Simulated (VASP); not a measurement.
Input:

```
Tl2Te3
1.0
    5.14477     0.00000     0.00000
   -2.57239     4.45550     0.00000
    0.00000     0.00000     8.01633
Tl Te
2 3
Cartesian
  0.00000   2.97034   1.97763
  2.57239   1.48517   6.03870
  0.00000   0.00000   0.00000
  0.00000   2.97034   5.18657
  2.57239   1.48517   2.82977
```

Computed with PBE GGA, VASP's PBE PAW potentials (set 64) (plane waves; VASP). Run with 300 eV cut-off, 3×3×2 Γ-centred mesh, Fermi-Dirac smearing of 0.10 eV, potentials Tl_d Te.

Unless said otherwise, spin-orbit coupling is left out, though it shifts the bands of the heavy elements here.

Q: What does the run give for the energy per atom (σ→0), band gap (on the k-mesh) with the smallest direct gap where there is one?

A: 
```json
{
  "band gap (on the k-mesh)": "none (metal, semimetal or under 0.01 eV)",
  "energy per atom (σ→0)": "-2.597 eV/atom"
}
```

The structure was generated: Tl2Te3 was put into an ordered model structure, which need not be its known phase. The cell was not relaxed at this level. The k-mesh is coarse (spacing up to 0.47 per Å, 2π included), so the numbers may not be converged in it.
